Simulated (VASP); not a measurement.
An input for Quantum ESPRESSO's pw.x (written as the equivalent of a VASP run, and not itself run):

```
&CONTROL
  calculation = 'scf'
  pseudo_dir = './pseudo'
  outdir = './out'
  tprnfor = .true.
  tstress = .true.
/
&SYSTEM
  ibrav = 0
  nat = 1
  ntyp = 1
  ecutwfc = 74
  occupations = 'tetrahedra'
  input_dft = 'pbe'
  vdw_corr = 'grimme-d3'
  dftd3_version = 3
  dftd3_threebody = .false.
/
&ELECTRONS
  conv_thr = 7.3e-09
  electron_maxstep = 100
/
ATOMIC_SPECIES
  W 183.840 W.upf
CELL_PARAMETERS angstrom
    -1.5803650    1.5803650    1.5803650
     1.5803650   -1.5803650    1.5803650
     1.5803650    1.5803650   -1.5803650
ATOMIC_POSITIONS crystal
  W    0.0000000  0.0000000  0.0000000
K_POINTS automatic
  18 18 18 0 0 0
```

**Question.** Write the VASP files for the same calculation (PBE-D3 (zero damping)).

**Answer.** One answer among several that fit: 
**POSCAR**
```
W
3.160730
 -0.5000000077   0.5000000077   0.5000000077
  0.5000000077  -0.5000000077   0.5000000077
  0.5000000077   0.5000000077  -0.5000000077
W
1
Cartesian
  0.0000000000   0.0000000000   0.0000000000
```

INCAR:
```
! general
SYSTEM   =  W
PREC     =  Accurate
ENCUT    =  520
LREAL    =  .FALSE.   ! projection in real space or not
LASPH    =  .TRUE.

! electronic loop
EDIFF    =  1E-7
NELM     =  100   ! most electronic steps
ALGO     =  Normal
LMAXMIX  =  6

! smearing
ISMEAR   =  -5   ! tetrahedra, Bloechl

! functional
GGA      =  PE   ! PBE
IVDW     =  11

! ions
ISIF     =  2   ! forces and stress, cell fixed

! output
LWAVE    =  .FALSE.
LCHARG   =  .TRUE.
LORBIT   =  11
NEDOS    =  601
```

### KPOINTS
```
Automatic mesh
0
Gamma
18 18 18
0 0 0
```

POTCAR, in this order: W_sv (PBE.64 set). Program: vasp_std.

Limits of the translation: the potentials are each code's own (VASP's PAW set, PseudoDojo norm-conserving files in pw.x), so ENCUT and ecutwfc are chosen apart and not converted; conv_thr bounds pw.x's estimated SCF error, while EDIFF bounds the energy change between steps.

The compound is W in the bcc structure. It was relaxed first.
